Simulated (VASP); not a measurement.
An input for Quantum ESPRESSO's pw.x (written as the equivalent of a VASP run, and not itself run):

```
&CONTROL
  calculation = 'vc-relax'
  pseudo_dir = './pseudo'
  outdir = './out'
  tprnfor = .true.
  tstress = .true.
  nstep = 60
  forc_conv_thr = 0.00078
/
&SYSTEM
  ibrav = 0
  nat = 3
  ntyp = 2
  ecutwfc = 84
  occupations = 'smearing'
  smearing = 'gaussian'
  degauss = 0.003675
  input_dft = 'vdw-df-cx'
/
&ELECTRONS
  conv_thr = 7.3e-08
  electron_maxstep = 100
/
&IONS
/
&CELL
/
ATOMIC_SPECIES
  Ba 137.327 Ba.upf
  F 18.998 F.upf
CELL_PARAMETERS angstrom
     0.0000000    3.0881705    3.0881705
     3.0881705    0.0000000    3.0881705
     3.0881705    3.0881705   -0.0000000
ATOMIC_POSITIONS crystal
  Ba   0.0000000  1.0000000  0.0000000
  F    0.2500000  0.2500000  0.2500000
  F    0.7500000  0.7500000  0.7500000
K_POINTS automatic
  6 6 6 0 0 0
```

Write the VASP files for the same calculation (vdW-DF-cx).

Several could match; the one computed here: 
File POSCAR:
```
BaF2
1
    0.0000000000     3.0881704996     3.0881704996
    3.0881704996     0.0000000000     3.0881704996
    3.0881704996     3.0881704996    -0.0000000000
Ba F
1 2
Direct
  0.0000000000   1.0000000000   0.0000000000
  0.2500000000   0.2500000000   0.2500000000
  0.7500000000   0.7500000000   0.7500000000
```

### INCAR
```
AGGAC=0.0
ALGO=Normal
EDIFF=1E-6
EDIFFG=-0.02
ENCUT=520
GGA=CX
IBRION=2
ISIF=3
ISMEAR=0
LASPH=.TRUE.
LCHARG=.FALSE.
LMAXMIX=4
LREAL=.FALSE.
LUSE_VDW=.TRUE.
LWAVE=.FALSE.
NELM=100
NSW=60
PREC=Accurate
SIGMA=0.05
SYSTEM=BaF2
```

KPOINTS:
```
K-points
0
G
  6 6 6
0 0 0
```

POTCAR, in this order: Ba_sv F (PBE.64 set). Program: vasp_std.

The two are equivalent in intent, not identical: the potentials are each code's own (VASP's PAW set, PseudoDojo norm-conserving files in pw.x), so ENCUT and ecutwfc are chosen apart and not converted; conv_thr bounds pw.x's estimated SCF error, while EDIFF bounds the energy change between steps; forc_conv_thr acts on force components and is met together with etot_conv_thr.

The compound is BaF2 in the fluorite structure. This run relaxes it. Symmetry was kept, so distortions that lower it aren't found. The start is the result of an earlier pass.
